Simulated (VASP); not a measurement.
The input files of a VASP run:

### POSCAR
```
Ni
1
    0.0000000000     1.7529292351     1.7529292351
    1.7529292351     0.0000000000     1.7529292351
    1.7529292351     1.7529292351     0.0000000000
Ni
1
Direct
  0.0000000000   0.0000000000   0.0000000000
```

KPOINTS:
```
Automatic mesh
0
Gamma
  18 18 18
0 0 0
```

### INCAR
```
ALGO = Normal
BPARAM = 11.95
CPARAM = 0.0093
EDIFF = 1E-7
ENCUT = 520
ISIF = 2
ISMEAR = 1
ISPIN = 2
LASPH = .True.
LCHARG = .False.
LMAXMIX = 4
LMIXTAU = .True.
LORBIT = 10
LREAL = .False.
LUSE_VDW = .True.
LWAVE = .False.
MAGMOM = 0.8
METAGGA = R2SCAN
NELM = 100
PREC = Accurate
SIGMA = 0.1
SYSTEM = Ni
```

POTCAR, in this order: Ni (PBE.64 set). Program: vasp_std.

Question: Write an equivalent input for Ansatz.

Answer: One equivalent input (not run):
Ansatz 0.2 input:
```yaml
crystal:
  lattice:
    - [0.0000000, 1.7529292, 1.7529292]
    - [1.7529292, 0.0000000, 1.7529292]
    - [1.7529292, 1.7529292, 0.0000000]
  atoms:
    - { symbol: Ni, position: [0.0000000, 0.0000000, 0.0000000], spin: 0.8 }
kpoints:
  mp_grid: { grid: [18, 18, 18] }
hamiltonian:
  xc: r2scan
  dispersion: rvv10
  pseudopotentials: { kind: paw }
magnetization: { spin_polarized: true }
scf:
  occupations: { method: methfessel_paxton, width: 0.1 }
  max_iter: 100
output: { forces: true, stress: true, eigenvalues: true }
```
Limits of the translation: each code has its own PAW files, so the cut-off isn't converted (ENCUT is set for VASP's; basis.ecutwfc is left out, and Ansatz then takes the one that its files recommend); Ansatz stops its SCF on the density residual and VASP on the energy change (EDIFF).

The compound is Ni in the fcc structure. This cell is one point of a volume scan, at 1.03 of the reference volume.
